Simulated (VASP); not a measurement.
# How plane-wave cutoff and smearing change a VASP run on BaC2, part 3 of 3

How sensitive are energy, pressure and forces of BaC2 to the plane-wave cutoff and smearing? The atoms are off their equilibrium sites, so that forces can be compared too. The series runs use r2SCAN. The atoms of the start are displaced at random from the sites of a I4/mmm cell.

VASP 6.6.1; r2SCAN; plane waves and PAW (Ba_sv, C).

So far. Step 14 (Smearing: ISMEAR = -1, SIGMA = 0.2): Against the run before the energy at zero width moves by +0.42 meV an atom while the pressure stays within 0.01 GPa, after 14 cycles in 54 s. The entropy term T·S comes to 1.19 meV an atom in size.

## 15. Smearing: ISMEAR = -1, SIGMA = 0.5

INCAR

```
SYSTEM = BaC2
PREC = Accurate
ENCUT = 520
EDIFF = 1E-06
NELM = 100
ISMEAR = -1
SIGMA = 0.5
LREAL = .FALSE.
ALGO = Normal
METAGGA = R2SCAN
LASPH = .TRUE.
NBANDS = 15
LORBIT = 11
LWAVE = .FALSE.
LCHARG = .FALSE.
KPAR = 4
ISIF = 2
```

POSCAR

```
BaC2
1.0
   -2.2035210000      2.2035210000      3.6344930000
    2.2035210000     -2.2035210000      3.6344930000
    2.2035210000      2.2035210000     -3.6344930000
Ba C
1 2
Direct
    0.0072440000     -0.0159100000     -0.0003550000
    0.5769220000      0.5864340000     -0.0013630000
    0.4056860000      0.4128620000      0.0033640000
```

KPOINTS

```
Automatic mesh
0
Gamma
6 6 7
0 0 0
```

PAW data sets: Ba_sv and C (PBE family, release 64).

Run with:

```sh
$ mpirun -np 4 vasp_std
```

The program printed:

```text
[... set-up lines as in an earlier step ...]
 entering main loop
       N       E                     dE             d eps       ncg     rms          rms(c)
DAV:   1     0.566662356384E+02    0.56666E+02   -0.84099E+03  3840   0.108E+03
DAV:   2    -0.474098037191E+02   -0.10408E+03   -0.97154E+02  5306   0.199E+02
DAV:   3    -0.534646154293E+02   -0.60548E+01   -0.60307E+01  5386   0.504E+01
DAV:   4    -0.535589056367E+02   -0.94290E-01   -0.94249E-01  5303   0.628E+00
[...]
DAV:  12    -0.465692492981E+02    0.28726E-06   -0.72984E-05  5539   0.572E-02    0.183E-02
DAV:  13    -0.465692413038E+02    0.79943E-05   -0.34788E-05  4787   0.378E-02    0.246E-03
DAV:  14    -0.465692411762E+02    0.12754E-06   -0.33346E-06  4925   0.126E-02
   1 F= -.46569241E+02 E0= -.46428371E+02  d E =-.281741E+00
```

Wall time 54 s (4 MPI ranks of Intel Xeon 6975P-C (Granite Rapids), shared host); peak memory 1.2 GiB.

From OUTCAR (step 15):

```text
  Total       -0.1432128     -0.1408124     -1.0681495     -0.0788065     -0.0154976     -0.0033054
  in kB       -3.2505304     -3.1960485    -24.2440085     -1.7886872     -0.3517518     -0.0750228
  external PRESSURE =     -10.2301958 kB  Pullay stress =       0.0000000 kB

 POSITION                                       TOTAL-FORCE (eV/Angst)
 -----------------------------------------------------------------------------------
      4.35524      0.05024     -0.03021         0.153248     -0.141218     -0.018630
      2.22148      2.17956      0.59867        -0.069722      0.093292     -0.762926
      0.02323     -0.00840      2.96278        -0.083526      0.047927      0.781556
 -----------------------------------------------------------------------------------
    total drift:                               -0.000182      0.000147     -0.000035

  FREE ENERGIE OF THE ION-ELECTRON SYSTEM (eV)
  ---------------------------------------------------
  free  energy   TOTEN  =       -46.5692411762 eV

  energy  without entropy=      -46.2875002390  energy(sigma->0) =      -46.42837071

[... 2 parts as in an earlier step ...]

[... 1 further part left out ...]
[key lines of the parts left out:]
E-fermi :   1.5805
```

Against the run before the energy at zero width moves by +24.00 meV an atom and the pressure by -0.03 GPa, after 14 cycles in 54 s. The entropy term T·S comes to 93.91 meV an atom in size.

## 16. Smearing: ISMEAR = 2, SIGMA = 0.01

INCAR, as its differences from that of step 15:

```diff
@@ -5,4 +5,4 @@
 NELM = 100
-ISMEAR = -1
-SIGMA = 0.5
+ISMEAR = 2
+SIGMA = 0.01
 LREAL = .FALSE.
```

POSCAR is that of step 15.

KPOINTS is that of step 15.

Run with:

```sh
$ mpirun -np 4 vasp_std
```

The program printed:

```text
[... set-up lines as in an earlier step ...]
 entering main loop
       N       E                     dE             d eps       ncg     rms          rms(c)
DAV:   1     0.570453101243E+02    0.57045E+02   -0.84099E+03  3840   0.108E+03
DAV:   2    -0.473902500571E+02   -0.10444E+03   -0.97505E+02  5306   0.199E+02
DAV:   3    -0.534473907779E+02   -0.60571E+01   -0.60344E+01  5386   0.504E+01
[... 1 cycle as in an earlier step ...]
DAV:   5    -0.535437489973E+02   -0.21566E-02   -0.21664E-02  5476   0.726E-01    0.810E+00
DAV:   6    -0.466670453731E+02    0.68767E+01   -0.51474E+00  5317   0.139E+01    0.453E+00
DAV:   7    -0.464715569601E+02    0.19549E+00   -0.23734E+00  5261   0.854E+00    0.203E+00
DAV:   8    -0.465119434213E+02   -0.40386E-01   -0.33816E-01  4582   0.376E+00    0.803E-01
[...]
DAV:  12    -0.465016435489E+02    0.83177E-06   -0.70946E-05  5622   0.562E-02    0.121E-02
DAV:  13    -0.465016410045E+02    0.25444E-05   -0.14252E-05  4895   0.249E-02    0.288E-03
DAV:  14    -0.465016407189E+02    0.28558E-06   -0.16217E-06  4327   0.892E-03
   1 F= -.46501641E+02 E0= -.46501641E+02  d E =-.395827E-23
```

Elapsed: 54 s, on 4 MPI ranks; peak memory 1.2 GiB; 3.5 min of CPU time.

Parts of OUTCAR (step 16):

```text
  Total       -0.0565464     -0.0542484     -1.2006630     -0.0793276     -0.0161890     -0.0034859
  in kB       -1.2834453     -1.2312870    -27.2516929     -1.8005142     -0.3674457     -0.0791197
  external PRESSURE =      -9.9221417 kB  Pullay stress =       0.0000000 kB

 POSITION                                       TOTAL-FORCE (eV/Angst)
 -----------------------------------------------------------------------------------
      4.35524      0.05024     -0.03021         0.145427     -0.134050     -0.017934
      2.22148      2.17956      0.59867        -0.065476      0.090719     -0.986835
      0.02323     -0.00840      2.96278        -0.079950      0.043330      1.004770
 -----------------------------------------------------------------------------------
    total drift:                               -0.000174      0.000143     -0.000118

  FREE ENERGIE OF THE ION-ELECTRON SYSTEM (eV)
  ---------------------------------------------------
  free  energy   TOTEN  =       -46.5016407189 eV

  energy  without entropy=      -46.5016407189  energy(sigma->0) =      -46.50164072

[... 2 parts as in an earlier step ...]

[... 1 further part left out ...]
[key lines of the parts left out:]
E-fermi :   0.1384
```

Methfessel-Paxton smearing is not meant for a cell with a gap.

Against the first of the series the energy at zero width stays within 0.01 meV an atom and the pressure within 0.01 GPa, after 14 cycles in 54 s. The entropy term T·S comes to 0.00 meV an atom in size.

## 17. Smearing: ISMEAR = 2, SIGMA = 0.05

INCAR, as its differences from that of step 16:

```diff
@@ -6,3 +6,3 @@
 ISMEAR = 2
-SIGMA = 0.01
+SIGMA = 0.05
 LREAL = .FALSE.
```

POSCAR is that of step 16.

KPOINTS is that of step 16.

Run with:

```sh
$ mpirun -np 4 vasp_std
```

The program printed:

```text
[... set-up lines as in an earlier step ...]
 entering main loop
       N       E                     dE             d eps       ncg     rms          rms(c)
DAV:   1     0.570452801313E+02    0.57045E+02   -0.84099E+03  3840   0.108E+03
DAV:   2    -0.473902314764E+02   -0.10444E+03   -0.97495E+02  5306   0.199E+02
DAV:   3    -0.534473907779E+02   -0.60572E+01   -0.60344E+01  5386   0.504E+01
DAV:   4    -0.535415586593E+02   -0.94168E-01   -0.94163E-01  5303   0.628E+00
[...]
DAV:  12    -0.465013355820E+02    0.21318E-05   -0.75488E-05  5689   0.581E-02    0.122E-02
DAV:  13    -0.465016410473E+02   -0.30547E-03   -0.14707E-05  4948   0.252E-02    0.342E-03
DAV:  14    -0.465016410478E+02   -0.43792E-09   -0.10952E-06  3787   0.805E-03
   1 F= -.46501641E+02 E0= -.46501641E+02  d E =-.666549E-17
```

Elapsed: 54 s, on 4 MPI ranks; peak memory 1.2 GiB; 3.5 min of CPU time.

Parts of OUTCAR (step 17):

```text
  Total       -0.0586170     -0.0565340     -1.2017398     -0.0792589     -0.0150387     -0.0031133
  in kB       -1.3304417     -1.2831631    -27.2761342     -1.7989557     -0.3413355     -0.0706627
  external PRESSURE =      -9.9632463 kB  Pullay stress =       0.0000000 kB

 POSITION                                       TOTAL-FORCE (eV/Angst)
 -----------------------------------------------------------------------------------
      4.35524      0.05024     -0.03021         0.145459     -0.134077     -0.018002
      2.22148      2.17956      0.59867        -0.065714      0.090082     -0.985831
      0.02323     -0.00840      2.96278        -0.079745      0.043996      1.003833
 -----------------------------------------------------------------------------------
    total drift:                               -0.000151      0.000072      0.000153

  FREE ENERGIE OF THE ION-ELECTRON SYSTEM (eV)
  ---------------------------------------------------
  free  energy   TOTEN  =       -46.5016410478 eV

  energy  without entropy=      -46.5016410478  energy(sigma->0) =      -46.50164105

[... 2 parts as in an earlier step ...]

[... 1 further part left out ...]
[key lines of the parts left out:]
E-fermi :   0.3772
```

Against the run before the energy at zero width stays within 0.01 meV an atom and the pressure within 0.01 GPa, after 14 cycles in 54 s. The entropy term T·S comes to 0.00 meV an atom in size.

## 18. Smearing: ISMEAR = 2, SIGMA = 0.1

INCAR, as its differences from that of step 17:

```diff
@@ -6,3 +6,3 @@
 ISMEAR = 2
-SIGMA = 0.05
+SIGMA = 0.1
 LREAL = .FALSE.
```

POSCAR is that of step 17.

KPOINTS is that of step 17.

Run with:

```sh
$ mpirun -np 4 vasp_std
```

The program printed:

```text
[... set-up lines as in an earlier step ...]
 entering main loop
       N       E                     dE             d eps       ncg     rms          rms(c)
DAV:   1     0.570450266127E+02    0.57045E+02   -0.84099E+03  3840   0.108E+03
DAV:   2    -0.473901145781E+02   -0.10444E+03   -0.97497E+02  5306   0.199E+02
DAV:   3    -0.534469037723E+02   -0.60568E+01   -0.60348E+01  5386   0.504E+01
DAV:   4    -0.535411117585E+02   -0.94208E-01   -0.94170E-01  5303   0.628E+00
[...]
DAV:  12    -0.465007257358E+02    0.79582E-06   -0.70870E-05  5615   0.561E-02    0.122E-02
DAV:  13    -0.465007231756E+02    0.25602E-05   -0.14289E-05  4895   0.250E-02    0.287E-03
DAV:  14    -0.465007228922E+02    0.28343E-06   -0.16330E-06  4320   0.894E-03
   1 F= -.46500723E+02 E0= -.46501056E+02  d E =0.133429E-02
```

Elapsed: 54 s, on 4 MPI ranks; peak memory 1.2 GiB; 3.5 min of CPU time.

OUTCAR, selected parts (step 18):

```text
  Total       -0.0553674     -0.0535582     -1.2058583     -0.0796054     -0.0112604     -0.0017365
  in kB       -1.2566856     -1.2156221    -27.3696130     -1.8068197     -0.2555798     -0.0394135
  external PRESSURE =      -9.9473069 kB  Pullay stress =       0.0000000 kB

 POSITION                                       TOTAL-FORCE (eV/Angst)
 -----------------------------------------------------------------------------------
      4.35524      0.05024     -0.03021         0.145606     -0.134228     -0.017961
      2.22148      2.17956      0.59867        -0.066776      0.087489     -0.986831
      0.02323     -0.00840      2.96278        -0.078831      0.046739      1.004793
 -----------------------------------------------------------------------------------
    total drift:                               -0.000174      0.000143     -0.000119

  FREE ENERGIE OF THE ION-ELECTRON SYSTEM (eV)
  ---------------------------------------------------
  free  energy   TOTEN  =       -46.5007228922 eV

  energy  without entropy=      -46.5020571836  energy(sigma->0) =      -46.50105647

[... 2 parts as in an earlier step ...]

[... 1 further part left out ...]
[key lines of the parts left out:]
E-fermi :   0.1066
```

Against the run before the energy at zero width moves by +0.19 meV an atom while the pressure stays within 0.01 GPa, after 14 cycles in 54 s. The entropy term T·S comes to 0.44 meV an atom in size.

## 19. Smearing: ISMEAR = 2, SIGMA = 0.2

INCAR, as its differences from that of step 18:

```diff
@@ -6,3 +6,3 @@
 ISMEAR = 2
-SIGMA = 0.1
+SIGMA = 0.2
 LREAL = .FALSE.
```

POSCAR is that of step 18.

KPOINTS is that of step 18.

Run with:

```sh
$ mpirun -np 4 vasp_std
```

The program printed:

```text
[... set-up lines as in an earlier step ...]
 entering main loop
       N       E                     dE             d eps       ncg     rms          rms(c)
DAV:   1     0.570440912524E+02    0.57044E+02   -0.84099E+03  3840   0.108E+03
DAV:   2    -0.473897988243E+02   -0.10443E+03   -0.97497E+02  5306   0.199E+02
DAV:   3    -0.534449675761E+02   -0.60552E+01   -0.60342E+01  5386   0.504E+01
DAV:   4    -0.535391957161E+02   -0.94228E-01   -0.94187E-01  5303   0.628E+00
[...]
DAV:  12    -0.464989595360E+02    0.81600E-06   -0.70886E-05  5615   0.561E-02    0.122E-02
DAV:  13    -0.464989569783E+02    0.25577E-05   -0.14285E-05  4895   0.249E-02    0.287E-03
DAV:  14    -0.464989566947E+02    0.28364E-06   -0.16316E-06  4320   0.894E-03
   1 F= -.46498957E+02 E0= -.46500050E+02  d E =0.437265E-02
```

Wall time 54 s (4 MPI ranks); peak memory 1.2 GiB; 3.5 min of CPU time.

OUTCAR, selected parts (step 19):

```text
  Total       -0.0543129     -0.0521662     -1.2195760     -0.0796933     -0.0126254     -0.0021714
  in kB       -1.2327517     -1.1840261    -27.6809655     -1.8088149     -0.2865612     -0.0492845
  external PRESSURE =     -10.0325811 kB  Pullay stress =       0.0000000 kB

 POSITION                                       TOTAL-FORCE (eV/Angst)
 -----------------------------------------------------------------------------------
      4.35524      0.05024     -0.03021         0.145865     -0.134460     -0.017933
      2.22148      2.17956      0.59867        -0.066592      0.088537     -0.985505
      0.02323     -0.00840      2.96278        -0.079274      0.045923      1.003438
 -----------------------------------------------------------------------------------
    total drift:                               -0.000174      0.000143     -0.000120

  FREE ENERGIE OF THE ION-ELECTRON SYSTEM (eV)
  ---------------------------------------------------
  free  energy   TOTEN  =       -46.4989566947 eV

  energy  without entropy=      -46.5033293431  energy(sigma->0) =      -46.50004986

[... 2 parts as in an earlier step ...]

[... 1 further part left out ...]
[key lines of the parts left out:]
E-fermi :   0.1501
```

Against the run before the energy at zero width moves by +0.34 meV an atom and the pressure by -0.01 GPa, after 14 cycles in 54 s. The entropy term T·S comes to 1.46 meV an atom in size.

## 20. Smearing: ISMEAR = 2, SIGMA = 0.5

INCAR, as its differences from that of step 19:

```diff
@@ -6,3 +6,3 @@
 ISMEAR = 2
-SIGMA = 0.2
+SIGMA = 0.5
 LREAL = .FALSE.
```

POSCAR is that of step 19.

KPOINTS is that of step 19.

Run with:

```sh
$ mpirun -np 4 vasp_std
```

The program printed:

```text
[... set-up lines as in an earlier step ...]
 entering main loop
       N       E                     dE             d eps       ncg     rms          rms(c)
DAV:   1     0.570412468353E+02    0.57041E+02   -0.84099E+03  3840   0.108E+03
DAV:   2    -0.473824377890E+02   -0.10442E+03   -0.97446E+02  5306   0.199E+02
DAV:   3    -0.534351094870E+02   -0.60527E+01   -0.60240E+01  5386   0.504E+01
DAV:   4    -0.535293369535E+02   -0.94227E-01   -0.94185E-01  5303   0.628E+00
[...]
DAV:  12    -0.464901394255E+02    0.93348E-06   -0.71025E-05  5621   0.561E-02    0.125E-02
DAV:  13    -0.464901366301E+02    0.27953E-05   -0.14868E-05  4887   0.254E-02    0.287E-03
DAV:  14    -0.464901363551E+02    0.27501E-06   -0.17903E-06  4440   0.925E-03
   1 F= -.46490136E+02 E0= -.46494154E+02  d E =0.160699E-01
```

The job ended after 54 s (4 MPI ranks; peak memory 1.2 GiB; 3.6 min of CPU time).

OUTCAR, selected parts (step 20):

```text
  Total       -0.0536018     -0.0513306     -1.2445131     -0.0791330     -0.0144294     -0.0028673
  in kB       -1.2166111     -1.1650609    -28.2469673     -1.7960972     -0.3275062     -0.0650796
  external PRESSURE =     -10.2095464 kB  Pullay stress =       0.0000000 kB

 POSITION                                       TOTAL-FORCE (eV/Angst)
 -----------------------------------------------------------------------------------
      4.35524      0.05024     -0.03021         0.146861     -0.135366     -0.017934
      2.22148      2.17956      0.59867        -0.066742      0.089867     -0.965280
      0.02323     -0.00840      2.96278        -0.080119      0.045499      0.983214
 -----------------------------------------------------------------------------------
    total drift:                               -0.000177      0.000147     -0.000130

  FREE ENERGIE OF THE ION-ELECTRON SYSTEM (eV)
  ---------------------------------------------------
  free  energy   TOTEN  =       -46.4901363551 eV

  energy  without entropy=      -46.5062062500  energy(sigma->0) =      -46.49415383

[... 2 parts as in an earlier step ...]

[... 1 further part left out ...]
[key lines of the parts left out:]
E-fermi :   0.2847
```

Against the run before the energy at zero width moves by +1.97 meV an atom and the pressure by -0.02 GPa, after 14 cycles in 54 s. The entropy term T·S comes to 5.36 meV an atom in size.

## 21. Smearing: ISMEAR = -5

INCAR, as its differences from that of step 20:

```diff
@@ -5,4 +5,4 @@
 NELM = 100
-ISMEAR = 2
-SIGMA = 0.5
+ISMEAR = -5
+SIGMA = 0.05
 LREAL = .FALSE.
```

POSCAR is that of step 20.

KPOINTS is that of step 20.

Run with:

```sh
$ mpirun -np 4 vasp_std
```

The program printed:

```text
[... set-up lines as in an earlier step ...]
 entering main loop
       N       E                     dE             d eps       ncg     rms          rms(c)
DAV:   1     0.570695600701E+02    0.57070E+02   -0.84099E+03  3840   0.108E+03
DAV:   2    -0.473902500571E+02   -0.10446E+03   -0.98440E+02  5306   0.199E+02
[... 2 cycles as in an earlier step ...]
DAV:   5    -0.535437588103E+02   -0.21665E-02   -0.21664E-02  5476   0.726E-01    0.810E+00
[... 5 cycles as in an earlier step ...]
DAV:  11    -0.465016443764E+02   -0.53716E-05   -0.13304E-03  4575   0.253E-01    0.265E-02
DAV:  12    -0.465016435486E+02    0.82781E-06   -0.70935E-05  5615   0.562E-02    0.121E-02
[... 1 cycle as in an earlier step ...]
DAV:  14    -0.465016407192E+02    0.28533E-06   -0.16227E-06  4320   0.892E-03
   1 F= -.46501641E+02 E0= -.46501641E+02  d E =0.000000E+00
```

Elapsed: 54 s, on 4 MPI ranks; peak memory 1.2 GiB; 3.5 min of CPU time.

From OUTCAR (step 21):

```text
  Total       -0.0565448     -0.0542468     -1.2006644     -0.0793276     -0.0161892     -0.0034857
  in kB       -1.2834095     -1.2312515    -27.2517241     -1.8005146     -0.3674505     -0.0791154
  external PRESSURE =      -9.9221283 kB  Pullay stress =       0.0000000 kB

[... 5 parts as in an earlier step ...]

[... 1 further part left out ...]
[key lines of the parts left out:]
E-fermi :   0.1384
```

Against the first of the series the energy at zero width stays within 0.01 meV an atom and the pressure within 0.01 GPa, after 14 cycles in 54 s.

## 22. The smearing series as a table

This step: convergence of r2SCAN results with the smearing; plane waves and PAW (VASP 6.6.1).

No new run; the numbers come from the runs before.

Differences are taken from the run with ISMEAR = -1, SIGMA = 0.01. Results of the series, by row:

| setting | status | energy less the reference (meV/atom) | pressure (GPa) | largest force difference (meV/Å) | gap (eV) | SCF cycles | wall time (s) |
| --- | --- | --- | --- | --- | --- | --- | --- |
| ISMEAR = -1, SIGMA = 0.01 | converged | 0 | -0.9922 | 0 | 1.926 | 14 | 59 |
| ISMEAR = -1, SIGMA = 0.05 | converged | 0 | -0.9922 | 0 | 1.926 | 14 | 59 |
| ISMEAR = -1, SIGMA = 0.1 | converged | 0.001803 | -0.9922 | 0.017 | 1.926 | 14 | 54 |
| ISMEAR = -1, SIGMA = 0.2 | converged | 0.4202 | -0.9964 | 3.855 | 1.927 | 14 | 54 |
| ISMEAR = -1, SIGMA = 0.5 | converged | 24.42 | -1.023 | 223.9 | 1.966 | 14 | 54 |
| ISMEAR = 2, SIGMA = 0.01 | converged | 0 | -0.9922 | 0.001 | 1.926 | 14 | 54 |
| ISMEAR = 2, SIGMA = 0.05 | converged | -1.10e-4 | -0.9963 | 1.005 | 1.926 | 14 | 54 |
| ISMEAR = 2, SIGMA = 0.1 | converged | 0.1948 | -0.9947 | 3.409 | 1.926 | 14 | 54 |
| ISMEAR = 2, SIGMA = 0.2 | converged | 0.5303 | -1.003 | 2.593 | 1.926 | 14 | 54 |
| ISMEAR = 2, SIGMA = 0.5 | converged | 2.496 | -1.021 | 21.56 | 1.926 | 14 | 54 |
| ISMEAR = -5 | converged | 0 | -0.9922 | 0 | 1.926 | 14 | 54 |

## 23. Summary of results

| Item | Value |
| --- | --- |
| plane-wave cutoff from which the energy stays within 10 meV/atom of the reference | ENCUT = 360 |
| plane-wave cutoff from which the energy stays within 1 meV/atom of the reference | none before the reference itself |
| plane-wave cutoff from which the pressure stays within 0.2 GPa of the reference | ENCUT = 460 |
| spread of the pressure over the plane-wave cutoff | 9.98 GPa |
| spread of the energy over the plane-wave cutoff | 41.4 meV/atom |
| spread of the pressure over the smearing | 0.0308 GPa |
| spread of the energy over the smearing | 24.4 meV/atom |

**Reading.** No run before the reference (ENCUT = 800) settles within 1 meV an atom of it; the nearest step is off by +2.7 meV an atom, -0.05 GPa, 8.1 meV/Å in forces. The pressure holds within 0.2 GPa from ENCUT = 460 on. These cutoffs are 0.6 to 2 times the default of the data sets, about 400 eV; at the default the run is off by -1.2 meV an atom, -0.45 GPa, 30.6 meV/Å in forces, and at 1.3 times by +4.5 meV an atom, +0.05 GPa, 15.2 meV/Å in forces. Energy differences between like cells converge faster than these totals. The usual rule keeps the entropy term T·S under 1 meV an atom, which holds up to a width of 0.1 eV for Fermi-Dirac and 0.1 eV for second-order Methfessel-Paxton. Farthest in energy from the narrowest smearing lies ISMEAR = -1, SIGMA = 0.5 (+24.4 meV an atom, -0.03 GPa, 223.9 meV/Å in forces). Methfessel-Paxton smearing is made for metals and can give negative occupations at band edges. Differences are taken from the run with ENCUT = 800, which is itself not the exact limit. The runs at ENCUT = 240; ENCUT = 300 are over 30 meV an atom or 2 GPa off and describe the material poorly.

[Lines on the potential files, build, host, timing and source positions are cut from VASP's logs without a mark.]

[Logs are printed without paths, hosts, clocks, repeated set-up lines and the standing remarks that a program may print on its own settings, such as how far it seeks lower states.]

[Hosts, paths, dates, database ids (printed as entryN), source tags and the programs' standing remarks are cut or masked in the printed files.]

[A measured line is paired with the nearest computed mode of its activity, which favours agreement.]
